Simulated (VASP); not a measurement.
Output of a VASP run:

**OUTCAR**
```
 ion  position               nearest neighbor table
   1  0.000  0.000  0.000-   3 2.71   4 2.71   5 2.71   3 2.71   4 2.71   4 2.71   5 2.71   4 2.71
                             3 2.71   5 2.71   3 2.71   5 2.71   2 3.32   2 3.32   2 3.32   2 3.32
   2  0.500  0.500  0.500-   3 1.91   4 1.91   5 1.91   5 1.91   3 1.91   4 1.91   1 3.32   1 3.32
                             1 3.32   1 3.32   1 3.32   1 3.32   1 3.32   1 3.32
   3  0.500  0.000  0.500-   2 1.91   2 1.91   1 2.71   1 2.71   1 2.71   1 2.71
   4  0.000  0.500  0.500-   2 1.91   2 1.91   1 2.71   1 2.71   1 2.71   1 2.71
   5  0.500  0.500  0.000-   2 1.91   2 1.91   1 2.71   1 2.71   1 2.71   1 2.71
  LATTYP: Found a simple cubic cell.
 ALAT       =     3.8295307339
 Subroutine PRICEL returns:
 Original cell was already a primitive cell.
 Subroutine GETGRP returns: Found 48 space group operations
The static configuration has the point symmetry O_h .
The dynamic configuration has the point symmetry O_h .
 Subroutine INISYM returns: Found 48 space group operations
 Subroutine IBZKPT returns following result:
 Found     20 irreducible k-points:

 Following reciprocal coordinates:
            Coordinates               Weight
  0.000000  0.000000  0.000000      1.000000
  0.166667  0.000000  0.000000      6.000000
  0.333333  0.000000  0.000000      6.000000
  0.500000  0.000000  0.000000      3.000000
  0.166667  0.166667  0.000000     12.000000
  0.333333  0.166667  0.000000     24.000000
  0.500000  0.166667  0.000000     12.000000
  0.333333  0.333333  0.000000     12.000000
  0.500000  0.333333  0.000000     12.000000
  0.500000  0.500000  0.000000      3.000000
  0.166667  0.166667  0.166667      8.000000
  0.333333  0.166667  0.166667     24.000000
  0.500000  0.166667  0.166667     12.000000
  0.333333  0.333333  0.166667     24.000000
  0.500000  0.333333  0.166667     24.000000
  0.500000  0.500000  0.166667      6.000000
  0.333333  0.333333  0.333333      8.000000
  0.500000  0.333333  0.333333     12.000000
  0.500000  0.500000  0.333333      6.000000
  0.500000  0.500000  0.500000      1.000000
   k-points           NKPTS =     20   k-points in BZ     NKDIM =     20   number of bands    NBANDS=     24
   number of dos      NEDOS =    301   number of ions     NIONS =      5
   total plane-waves  NPLWV =  32768
   dimension x,y,z NGX =    32 NGY =   32 NGZ =   32
   dimension x,y,z NGXF=    64 NGYF=   64 NGZF=   64
   ions per type =               1   1   3
   PREC   = accura    normal or accurate (medium, high low for compatibility)
   ISTART =      0    job   : 0-new  1-cont  2-samecut
   ICHARG =      2    charge: 1-file 2-atom 10-const
   ISPIN  =      1    spin polarized calculation?
   LNONCOLLINEAR =      F non collinear calculations
   LSORBIT =      F    spin-orbit coupling
   INIWAV =      1    electr: 0-lowe 1-rand  2-diag
   ENCUT  =  620.0 eV  45.57 Ry    6.75 a.u.   7.77  7.77  7.77*2*pi/ulx,y,z
   NELM   =    100;   NELMIN=  2; NELMDL= -5     # of ELM steps
   EDIFF  = 0.1E-05   stopping-criterion for ELM
   LREAL  =      F    real-space projection
   NLSPLINE    = F    spline interpolate recip. space projectors
   LMAXMIX     =    4 max onsite mixed and CHGCAR
   VOSKOWN=      0    Vosko Wilk Nusair interpolation
   EDIFFG = -.2E-01   stopping-criterion for IOM
   NSW    =     40    number of steps for IOM
   NBLOCK =      1;   KBLOCK =     40    inner block; outer block
   IBRION =      2    ionic relax: 0-MD 1-quasi-New 2-CG
   NFREE  =      1    steps in history (QN), initial steepest desc. (CG)
   ISIF   =      3    stress and relaxation
   ISYM   =      2    0-nonsym 1-usesym 2-fastsym
   TEIN   =    0.0    initial temperature
   TEBEG  =    0.0;   TEEND  =   0.0 temperature during run
   SMASS  =  -3.00    Nose mass-parameter (am)
   PSTRESS=   50.0 pullay stress
   NELECT =      40.0000    total number of electrons
   EFERMI =   0.00;   METHOD = LEGACY
   ISMEAR =     0;   SIGMA  =   0.05  broadening in eV -4-tet -1-fermi 0-gaus
   IALGO  =     38    algorithm
   LDIAG  =      T    sub-space diagonalisation (order eigenvalues)
   IMIX   =      4    mixing-type and parameters
     AMIX     =   0.40;   BMIX     =  1.00
     AMIX_MAG =   1.60;   BMIX_MAG =  1.00
...
```

**OSZICAR**
```
       N       E                     dE             d eps       ncg     rms          rms(c)
DAV:   1     0.491927637258E+03    0.49193E+03   -0.24545E+04   960   0.212E+03
DAV:   2    -0.498197177521E+01   -0.49691E+03   -0.48838E+03  1160   0.537E+02
DAV:   3    -0.517561859825E+02   -0.46774E+02   -0.46727E+02  1384   0.160E+02
DAV:   4    -0.539043569869E+02   -0.21482E+01   -0.21473E+01  1408   0.304E+01
DAV:   5    -0.539631170946E+02   -0.58760E-01   -0.58757E-01  1304   0.420E+00    0.298E+01
DAV:   6    -0.442698956082E+02    0.96932E+01   -0.62788E+01  1408   0.768E+01    0.191E+01
DAV:   7    -0.442486805666E+02    0.21215E-01   -0.78848E+00  1160   0.229E+01    0.121E+01
DAV:   8    -0.442518821687E+02   -0.32016E-02   -0.17621E+00  1280   0.149E+01    0.304E+00
DAV:   9    -0.441645947379E+02    0.87287E-01   -0.43690E-01  1176   0.735E+00    0.828E-01
DAV:  10    -0.441678442078E+02   -0.32495E-02   -0.11175E-01  1376   0.252E+00    0.670E-01
DAV:  11    -0.441630123660E+02    0.48318E-02   -0.54575E-02  1376   0.179E+00    0.220E-01
DAV:  12    -0.441625043942E+02    0.50797E-03   -0.38799E-03  1280   0.707E-01    0.507E-02
DAV:  13    -0.441625251952E+02   -0.20801E-04   -0.20200E-04  1184   0.110E-01    0.267E-02
DAV:  14    -0.441625232576E+02    0.19377E-05   -0.33650E-05  1464   0.352E-02    0.612E-03
DAV:  15    -0.441625230625E+02    0.19502E-06   -0.14180E-06   712   0.106E-02
   1 F= -.42409869E+02 E0= -.42409869E+02  d E =-.424099E+02
```

**OUTCAR**
```
------------------------ aborting loop because EDIFF is reached ----------------------------------------
  FORCE on cell =-STRESS in cart. coord.  units (eV):
  Direction    XX          YY          ZZ          XY          YZ          ZX
  --------------------------------------------------------------------------------------
  Total        1.7325576      1.7325576      1.7325576      0.0000000     -0.0000000      0.0000000
  in kB       49.4266976     49.4266976     49.4266976      0.0000000     -0.0000000      0.0000000
  external PRESSURE =      -0.5733024 kB  Pullay stress =      50.0000000 kB
  volume of cell :       56.16
      direct lattice vectors                 reciprocal lattice vectors
     3.829530734  0.000000000  0.000000000     0.261128600  0.000000000  0.000000000
     0.000000000  3.829530734  0.000000000     0.000000000  0.261128600  0.000000000
     0.000000000  0.000000000  3.829530734     0.000000000  0.000000000  0.261128600
 POSITION                                       TOTAL-FORCE (eV/Angst)
 -----------------------------------------------------------------------------------
      0.00000      0.00000      0.00000         0.000000      0.000000      0.000000
      1.91477      1.91477      1.91477         0.000000      0.000000      0.000000
      1.91477      0.00000      1.91477         0.000000      0.000000      0.000000
      0.00000      1.91477      1.91477         0.000000      0.000000      0.000000
      1.91477      1.91477      0.00000         0.000000      0.000000      0.000000
 -----------------------------------------------------------------------------------
    total drift:                                0.000000     -0.000000     -0.000000
  FREE ENERGIE OF THE ION-ELECTRON SYSTEM (eV)
  ---------------------------------------------------
  free  energy   TOTEN  =       -44.1625230625 eV

  energy  without entropy=      -44.1625230625  energy(sigma->0) =      -44.16252306
  enthalpy is  TOTEN    =       -42.4098694197 eV   P V=        1.7526536428

 reached required accuracy - stopping structural energy minimisation
```
(Selected blocks of OUTCAR.)

### POSCAR
```
SrTiO3
1
    3.8295307339     0.0000000000     0.0000000000
    0.0000000000     3.8295307339     0.0000000000
    0.0000000000     0.0000000000     3.8295307339
Sr Ti O
1 1 3
Direct
  0.0000000000   0.0000000000   0.0000000000
  0.5000000000   0.5000000000   0.5000000000
  0.5000000000   0.0000000000   0.5000000000
  0.0000000000   0.5000000000   0.5000000000
  0.5000000000   0.5000000000   0.0000000000
```

Problem. Write an INCAR and KPOINTS that could have produced this output.

Solution. One answer among several that fit: the input of the run itself, LDA (Ceperley-Alder, Perdew-Zunger), plane waves, VASP's LDA PAW potentials (set 64).

### KPOINTS
```
Automatic mesh
0
Gamma
6 6 6
0 0 0
```

### INCAR
```
ALGO=Normal
EDIFF=1E-6
EDIFFG=-0.02
ENCUT=620
IBRION=2
ISIF=3
ISMEAR=0
LASPH=.TRUE.
LCHARG=.FALSE.
LMAXMIX=4
LREAL=.FALSE.
LWAVE=.FALSE.
NELM=100
NSW=40
PREC=Accurate
PSTRESS=50
SIGMA=0.05
SYSTEM=SrTiO3
```

POTCAR, in this order: Sr_sv Ti_sv O (LDA.64 set). Program: vasp_std.

The compound is SrTiO3 in the cubic perovskite structure, the ideal cubic form; the compound distorts at low or room temperature. It was relaxed first under an external pressure of 5 GPa.
